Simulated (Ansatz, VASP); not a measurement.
**EuZn2P2: VASP beside Ansatz**

Wanted: the spread between two codes on one cell, functional and k mesh. The cell is taken from a series of VASP runs on this material, whose earlier steps may have relaxed, scaled or displaced it; both programs get it as it stands.

Method: plane waves, with VASP 6.6.1 beside it; relaxation of cell and atoms at PBEsol, DFT+U, in Ansatz 0.2.0.

### 1. Starting point

It takes space group P-3m1 (No. 164, trigonal). The conventional cell has a = 4.031 Å, b = 4.031 Å, c = 6.853 Å, α = 90.00°, β = 90.00°, γ = 120.00°. Nearest to Eu lie 6 P at 2.97 Å. Nearest to Zn lie 4 P at 2.42 to 2.50 Å. P has 4 Zn at 2.42 to 2.50 Å and 3 Eu at 2.97 Å nearest. Farther neighbours are not listed.

Coordinates:

```cif
data_structure
_symmetry_space_group_name_H-M 'P-3m1'
_symmetry_Int_Tables_number 164
_cell_length_a 4.0311
_cell_length_b 4.0311
_cell_length_c 6.8528
_cell_angle_alpha 90.000
_cell_angle_beta 90.000
_cell_angle_gamma 120.000
_cell_volume 96.44
loop_
_atom_site_label
_atom_site_type_symbol
_atom_site_symmetry_multiplicity
_atom_site_Wyckoff_symbol
_atom_site_fract_x
_atom_site_fract_y
_atom_site_fract_z
_atom_site_occupancy
Eu1 Eu 1 a 0.00000 0.00000 0.00000 1
Zn1 Zn 2 d 0.66667 0.33333 0.36708 1
P1 P 2 d 0.66667 0.33333 0.73136 1
```

### 2. VASP: relaxation of cell and atoms, PBEsol, DFT+U

The relaxed volume is the usual yardstick between codes: its relative difference is about their pressure difference at one cell divided by the bulk modulus.

Lines of VASP's logs that name or quote its potential files are left out, and so is its time.

Contents of INCAR:

```
SYSTEM = EuZn2P2
PREC = Accurate
ENCUT = 450
EDIFF = 1E-06
NELM = 150
ISMEAR = 0
SIGMA = 0.05
LREAL = .FALSE.
ALGO = Normal
GGA = PS
NBANDS = 34
ISPIN = 2
MAGMOM = 7 0 0 0 0
LDAU = .TRUE.
LDAUTYPE = 2
LDAUL = 3 -1 -1
LDAUU = 5 0 0
LDAUJ = 0 0 0
LDAUPRINT = 1
LASPH = .TRUE.
LMAXMIX = 6
AMIX = 0.2
BMIX = 1E-04
AMIX_MAG = 0.8
BMIX_MAG = 1E-04
LORBIT = 11
LWAVE = .FALSE.
LCHARG = .FALSE.
KPAR = 4
IBRION = 2
NSW = 60
ISIF = 3
EDIFFG = -0.01
```

Contents of POSCAR:

```
EuZn2P2
1.0
    4.0311289793      0.0000000000      0.0000000000
   -2.0155644897      3.4910601020      0.0000000000
    0.0000000000      0.0000000000      6.8528054717
Eu Zn P
1 2 2
Direct
    0.0000000000      0.0000000000      0.0000000000
    0.6666666700      0.3333333300      0.3670823366
    0.3333333300      0.6666666700      0.6329176634
    0.6666666700      0.3333333300      0.7313553641
    0.3333333300      0.6666666700      0.2686446359
```

Contents of KPOINTS:

```
Automatic mesh
0
Gamma
6 6 4
0 0 0
```

The projector-augmented-wave data sets are Eu, Zn and P (PBE family, release 64).

Launch:

```console
$ mpirun -np 4 vasp_std
```

Numbers of over 12 decimals in the logs are rounded to 6 here.

Log:

```text
[banner, memory and clock lines left out]
running    4 mpi-ranks, on    1 nodes
 distrk:  each k-point on    1 cores,    4 groups
 distr:  one band on    1 cores,    1 groups

 POSCAR found type information on POSCAR EuZnP
 POSCAR found :  3 types and       5 ions
|                                                                             |
|               ----> ADVICE to this user running VASP <----                  |
|                                                                             |
|     You enforced a specific xc type in the INCAR file but a different       |
|     [... a line on the potential file left out ...]
|     I HOPE YOU KNOW WHAT YOU ARE DOING!                                     |
|                                                                             |

 LDA part: xc-table for (Slater+PW92), standard interpolation
 POSCAR, INCAR and KPOINTS ok, starting setup
 FFT: planning ... GRIDC
 FFT: planning ... GRID_SOFT
 FFT: planning ... GRID
 WAVECAR not read
 entering main loop
       N       E                     dE             d eps       ncg     rms          rms(c)
DAV:   1     0.318553707554E+03    0.31855E+03   -0.19810E+04  4362   0.490E+03
DAV:   2     0.372703683727E+02   -0.28128E+03   -0.25046E+03  3968   0.438E+02
DAV:   3    -0.203521259261E+02   -0.57622E+02   -0.55862E+02  4334   0.170E+02
DAV:   4    -0.253411094923E+02   -0.49890E+01   -0.49558E+01  5758   0.459E+01
DAV:   5    -0.257441242397E+02   -0.40301E+00   -0.40235E+00  6372   0.121E+01    0.368E+01
DAV:   6    -0.293483321398E+02   -0.36042E+01   -0.49890E+00  5744   0.451E+01    0.214E+01
DAV:   7    -0.293706253951E+02   -0.22293E-01   -0.28656E+00  5432   0.260E+01    0.139E+01
DAV:   8    -0.293773530530E+02   -0.67277E-02   -0.98303E-01  5400   0.122E+01    0.762E+00
DAV:   9    -0.293716091434E+02    0.57439E-02   -0.12157E-01  5816   0.345E+00    0.397E+00
DAV:  10    -0.293653955649E+02    0.62136E-02   -0.32110E-02  5584   0.237E+00    0.223E+00
DAV:  11    -0.293610045032E+02    0.43911E-02   -0.13054E-02  5368   0.109E+00    0.133E+00
DAV:  12    -0.293606373981E+02    0.36711E-03   -0.31916E-03  5256   0.330E-01    0.865E-01
DAV:  13    -0.293604351309E+02    0.20227E-03   -0.21353E-03  5008   0.449E-01    0.376E-01
DAV:  14    -0.293605046505E+02   -0.69520E-04   -0.41947E-04  5716   0.113E-01    0.122E-01
DAV:  15    -0.293604518742E+02    0.52776E-04   -0.17529E-04  5152   0.949E-02    0.678E-02
DAV:  16    -0.293604511614E+02    0.71286E-06   -0.83887E-05  4974   0.667E-02    0.386E-02
DAV:  17    -0.293604523434E+02   -0.11820E-05   -0.13697E-05  4832   0.211E-02    0.304E-02
DAV:  18    -0.293604522319E+02    0.11152E-06   -0.29183E-06  3104   0.186E-02
   1 F= -.29360452E+02 E0= -.29360163E+02  d E =-.293605E+02  mag=     7.0000
 curvature:   0.00 expect dE= 0.000E+00 dE for cont linesearch  0.000E+00
 trial: gam= 0.00000 g(F)=  0.601E-05 g(S)=  0.264E-04 ort = 0.000E+00 (trialstep = 0.100E+01)
 search vector abs. value=  0.325E-04
 reached required accuracy - stopping structural energy minimisation
```

Parts of OUTCAR (step 2):

```text
ion  position               nearest neighbor table
   1  0.000  0.000  0.000-   4 2.97   5 2.97   4 2.97   5 2.97   4 2.97   5 2.97
   2  0.667  0.333  0.367-   5 2.42   5 2.42   5 2.42   4 2.50   3 2.96   3 2.96   3 2.96
   3  0.333  0.667  0.633-   4 2.42   4 2.42   4 2.42   5 2.50   2 2.96   2 2.96   2 2.96
   4  0.667  0.333  0.731-   3 2.42   3 2.42   3 2.42   2 2.50   1 2.97   1 2.97   1 2.97
   5  0.333  0.667  0.269-   2 2.42   2 2.42   2 2.42   3 2.50   1 2.97   1 2.97   1 2.97

  LATTYP: Found a hexagonal cell.
 ALAT       =     4.0311289793
 C/A-ratio  =     1.6999717714

 Subroutine GETGRP returns: Found 12 space group operations
 (whereof 12 operations were pure point group operations)

The static configuration has the point symmetry D_3d.

 Found     24 irreducible k-points:

   k-points           NKPTS =     24   k-points in BZ     NKDIM =     24   number of bands    NBANDS=     34

   dimension x,y,z NGX =    28 NGY =   28 NGZ =   48
   dimension x,y,z NGXF=    56 NGYF=   56 NGZF=   96

   ENCUT  =  450.0 eV  33.07 Ry    5.75 a.u.   6.97  6.97 11.85*2*pi/ulx,y,z

   NELECT =      51.0000    total number of electrons

 k-points in reciprocal lattice and weights: Automatic mesh
   0.00000000  0.00000000  0.00000000       0.007
   0.16666667  0.00000000  0.00000000       0.042
   0.33333333  0.00000000  0.00000000       0.042
   0.50000000  0.00000000  0.00000000       0.021
   0.16666667  0.16666667  0.00000000       0.042
   0.33333333  0.16666667  0.00000000       0.083
   0.33333333  0.33333333  0.00000000       0.014
   0.00000000  0.00000000  0.25000000       0.014
   0.16666667  0.00000000  0.25000000       0.042
[...]
0.33333333  0.16666667  0.50000000       0.083
   0.33333333  0.33333333  0.50000000       0.014

atom =   1  type =  1  l = 3

 onsite density matrix

spin component  1

  0.9643  0.0000 -0.0000 -0.0007  0.0000 -0.0000  0.0000
  0.0000  0.9664  0.0000  0.0000  0.0063 -0.0000 -0.0000
 -0.0000  0.0000  0.9642 -0.0000 -0.0000  0.0063 -0.0000
 -0.0007  0.0000 -0.0000  0.9722  0.0000 -0.0000  0.0000
  0.0000  0.0063 -0.0000  0.0000  0.9642 -0.0000 -0.0000
 -0.0000 -0.0000  0.0063 -0.0000 -0.0000  0.9664 -0.0000
  0.0000 -0.0000 -0.0000  0.0000 -0.0000 -0.0000  0.9713

spin component  2

  0.0016  0.0000 -0.0000  0.0013  0.0000 -0.0000 -0.0000
  0.0000  0.0031 -0.0000  0.0000 -0.0005  0.0000  0.0000
 -0.0000 -0.0000  0.0015 -0.0000 -0.0000 -0.0005 -0.0000
  0.0013  0.0000 -0.0000  0.0014  0.0000 -0.0000 -0.0000
  0.0000 -0.0005 -0.0000  0.0000  0.0015  0.0000 -0.0000
 -0.0000  0.0000 -0.0005 -0.0000  0.0000  0.0031  0.0000
 -0.0000  0.0000 -0.0000 -0.0000 -0.0000  0.0000  0.0008

 occupancies and eigenvectors

  o =  0.0002  v =  0.0000  0.0000  0.0000  0.0000  0.0000  0.0000  0.0000  0.6831  0.0000  0.0000 -0.7303 -0.0000 -0.0000 -0.0000      0.0000  0.0000  0.0000  0.0000  0.0000  0.0000  0.0000  0.0000  0.0000  0.0000  0.0000  0.0000  0.0000  0.0000
  o =  0.0008  v =  0.0000  0.0000  0.0000  0.0000  0.0000  0.0000  0.0000  0.0000  0.0000  0.0000 -0.0000  0.0000  0.0000  1.0000      0.0000  0.0000  0.0000  0.0000  0.0000  0.0000  0.0000  0.0000  0.0000  0.0000  0.0000  0.0000  0.0000  0.0000
  o =  0.0013  v =  0.0000  0.0000  0.0000  0.0000  0.0000  0.0000  0.0000 -0.0000  0.1775  0.7227 -0.0000  0.6369  0.2014 -0.0000      0.0000  0.0000  0.0000  0.0000  0.0000  0.0000  0.0000  0.0000  0.0000  0.0000  0.0000  0.0000  0.0000  0.0000
  o =  0.0013  v =  0.0000  0.0000  0.0000  0.0000  0.0000  0.0000  0.0000  0.0000 -0.2014  0.6369  0.0000 -0.7227  0.1775 -0.0000      0.0000  0.0000  0.0000  0.0000  0.0000  0.0000  0.0000  0.0000  0.0000  0.0000  0.0000  0.0000  0.0000  0.0000
  o =  0.0027  v =  0.0000  0.0000  0.0000  0.0000  0.0000  0.0000  0.0000  0.7303 -0.0000 -0.0000  0.6831  0.0000  0.0000 -0.0000      0.0000  0.0000  0.0000  0.0000  0.0000  0.0000  0.0000  0.0000  0.0000  0.0000  0.0000  0.0000  0.0000  0.0000
  o =  0.0033  v =  0.0000  0.0000  0.0000  0.0000  0.0000  0.0000  0.0000 -0.0000 -0.6564  0.1965 -0.0000  0.1830 -0.7050 -0.0000      0.0000  0.0000  0.0000  0.0000  0.0000  0.0000  0.0000  0.0000  0.0000  0.0000  0.0000  0.0000  0.0000  0.0000
  o =  0.0033  v =  0.0000  0.0000  0.0000  0.0000  0.0000  0.0000  0.0000 -0.0000 -0.7050 -0.1830 -0.0000  0.1965  0.6564  0.0000      0.0000  0.0000  0.0000  0.0000  0.0000  0.0000  0.0000  0.0000  0.0000  0.0000  0.0000  0.0000  0.0000  0.0000
  o =  0.9589  v =  0.0000  0.4296 -0.5699 -0.0000 -0.5113  0.4788 -0.0000  0.0000  0.0000  0.0000  0.0000  0.0000  0.0000  0.0000      0.0000  0.0000  0.0000  0.0000  0.0000  0.0000  0.0000  0.0000  0.0000  0.0000  0.0000  0.0000  0.0000  0.0000
  o =  0.9589  v = -0.0000 -0.4788 -0.5113  0.0000  0.5699  0.4296 -0.0000  0.0000  0.0000  0.0000  0.0000  0.0000  0.0000  0.0000      0.0000  0.0000  0.0000  0.0000  0.0000  0.0000  0.0000  0.0000  0.0000  0.0000  0.0000  0.0000  0.0000  0.0000
  o =  0.9643  v =  0.9966 -0.0000 -0.0000  0.0819  0.0000  0.0000 -0.0000  0.0000  0.0000  0.0000  0.0000  0.0000  0.0000  0.0000      0.0000  0.0000  0.0000  0.0000  0.0000  0.0000  0.0000  0.0000  0.0000  0.0000  0.0000  0.0000  0.0000  0.0000
  o =  0.9713  v =  0.0000  0.0000  0.0000 -0.0000  0.0000  0.0000  1.0000  0.0000  0.0000  0.0000  0.0000  0.0000  0.0000  0.0000      0.0000  0.0000  0.0000  0.0000  0.0000  0.0000  0.0000  0.0000  0.0000  0.0000  0.0000  0.0000  0.0000  0.0000
  o =  0.9717  v = -0.0000 -0.5113 -0.4788  0.0000 -0.4296 -0.5699  0.0000  0.0000  0.0000  0.0000  0.0000  0.0000  0.0000  0.0000      0.0000  0.0000  0.0000  0.0000  0.0000  0.0000  0.0000  0.0000  0.0000  0.0000  0.0000  0.0000  0.0000  0.0000
  o =  0.9717  v =  0.0000  0.5699 -0.4296 -0.0000  0.4788 -0.5113  0.0000  0.0000  0.0000  0.0000  0.0000  0.0000  0.0000  0.0000      0.0000  0.0000  0.0000  0.0000  0.0000  0.0000  0.0000  0.0000  0.0000  0.0000  0.0000  0.0000  0.0000  0.0000
  o =  0.9723  v = -0.0819  0.0000 -0.0000  0.9966  0.0000 -0.0000  0.0000  0.0000  0.0000  0.0000  0.0000  0.0000  0.0000  0.0000      0.0000  0.0000  0.0000  0.0000  0.0000  0.0000  0.0000  0.0000  0.0000  0.0000  0.0000  0.0000  0.0000  0.0000

 average (electrostatic) potential at core
       1 -36.5354       2 -35.3067       3 -35.3067       4 -83.9118       5 -83.9118

 E-fermi :   4.4670

 spin component 1
 k-point     1 :       0.0000    0.0000    0.0000
  band No.  band energies     occupation
    ...
     23       3.4250      1.00000
     24       3.5075      1.00000
     25       3.5075      1.00000
     26       3.5907      1.00000
     27       4.4220      0.89818
     28       4.5319      0.03318
     29       4.5319      0.03318
     30       5.1889      0.00000
     31       5.3383      0.00000
     32       5.9958      0.00000
    ...

 k-point     2 :       0.1667    0.0000    0.0000
  band No.  band energies     occupation
    ...
     25       3.5142      1.00000
     26       3.5939      1.00000
     27       3.6893      1.00000
     28       3.9934      1.00000
     29       4.0075      1.00000
     30       5.4146      0.00000
     31       6.0151      0.00000
     32       6.9276      0.00000
     33       7.2624      0.00000
     34       7.4748      0.00000

 k-point     3 :       0.3333    0.0000    0.0000
  band No.  band energies     occupation
    ...
     25       3.4953      1.00000
     26       3.5427      1.00000
     27       3.5589      1.00000
     28       3.6714      1.00000
     29       3.7104      1.00000
     30       4.7685      0.00000
     31       6.7937      0.00000
     32       7.5443      0.00000
     33       7.9184      0.00000
     34       8.1319      0.00000

 k-point     4 :       0.5000    0.0000    0.0000
  band No.  band energies     occupation
    ...
     25       3.4973      1.00000
     26       3.5313      1.00000
     27       3.5378      1.00000
     28       3.6180      1.00000
     29       3.6889      1.00000
     30       4.4679      0.48888
     31       6.8391      0.00000
     32       7.2913      0.00000
     33       8.7598      0.00000
     34       9.6189      0.00000

 k-point     5 :       0.1667    0.1667    0.0000
  band No.  band energies     occupation
    ...
     25       3.5278      1.00000
     26       3.5546      1.00000
     27       3.5713      1.00000
     28       3.6040      1.00000
     29       3.8384      1.00000
     30       5.7855      0.00000
     31       6.4498      0.00000
     32       7.0832      0.00000
     33       7.8564      0.00000
     34       7.8704      0.00000

 k-point     6 :       0.3333    0.1667    0.0000
  band No.  band energies     occupation
    ...
     25       3.4992      1.00000
     26       3.5327      1.00000
     27       3.5420      1.00000
     28       3.5593      1.00000
     29       3.6253      1.00000
     30       5.9149      0.00000
     31       6.9616      0.00000
     32       7.3664      0.00000
     33       8.0319      0.00000
     34       8.5499      0.00000

  Total       -0.0367604     -0.0367604     -0.0061699      0.0000000      0.0000000      0.0000000
  in kB       -0.6107152     -0.6107152     -0.1025030      0.0000000      0.0000000      0.0000000
  external PRESSURE =      -0.4413111 kB  Pullay stress =       0.0000000 kB

  energy-cutoff  :      450.00
  volume of cell :       96.44
      direct lattice vectors                 reciprocal lattice vectors
     4.031128979  0.000000000  0.000000000     0.248069463  0.143222971  0.000000000
    -2.015564490  3.491060102  0.000000000     0.000000000  0.286445942  0.000000000
     0.000000000  0.000000000  6.852805472     0.000000000  0.000000000  0.145925636

 POSITION                                       TOTAL-FORCE (eV/Angst)
 -----------------------------------------------------------------------------------
      0.00000      0.00000      0.00000        -0.000000      0.000000      0.000000
      2.01556      1.16369      2.51554         0.000000      0.000000      0.007778
     -0.00000      2.32737      4.33726        -0.000000     -0.000000     -0.007778
      2.01556      1.16369      5.01184        -0.000000      0.000000      0.001327
     -0.00000      2.32737      1.84097        -0.000000      0.000000     -0.001327
 -----------------------------------------------------------------------------------
    total drift:                               -0.000000     -0.000000      0.000000

  FREE ENERGIE OF THE ION-ELECTRON SYSTEM (eV)
  ---------------------------------------------------
  free  energy   TOTEN  =       -29.3604522319 eV

  energy  without entropy=      -29.3598740576  energy(sigma->0) =      -29.36016314

 reached required accuracy - stopping structural energy minimisation

 total charge
# of ion       s       p       d       f       tot
--------------------------------------------------
    1        2.031   5.743   0.341   6.774  14.889
    2        0.553   0.508   9.759   0.000  10.820
    3        0.553   0.508   9.759   0.000  10.820
    4        1.014   1.515   0.000   0.000   2.529
    5        1.014   1.515   0.000   0.000   2.529
--------------------------------------------------
tot          5.165   9.789  19.859   6.774  41.586

 magnetization (x)
# of ion       s       p       d       f       tot
--------------------------------------------------
    1       -0.011  -0.100   0.065   6.749   6.703
    2       -0.001  -0.002  -0.001   0.000  -0.004
    3       -0.001  -0.002  -0.001   0.000  -0.004
    4       -0.005  -0.023   0.000   0.000  -0.028
    5       -0.005  -0.023   0.000   0.000  -0.028
--------------------------------------------------
tot         -0.025  -0.149   0.064   6.749   6.639

[... 6 further parts left out ...]
```

Experiment finds antiferromagnetic order in this phase (below 23 K, arxiv:2203.12739), so this ferromagnetic run describes another state.

(Part 1 of 2 ends here.)

[Lines on the potential files, build, host, timing and source positions are cut from VASP's logs without a mark.]

[Logs are printed without paths, hosts, clocks, repeated set-up lines and the standing remarks that a program may print on its own settings, such as how far it seeks lower states.]

[Hosts, paths, dates, database ids (printed as entryN), source tags and the programs' standing remarks are cut or masked in the printed files.]
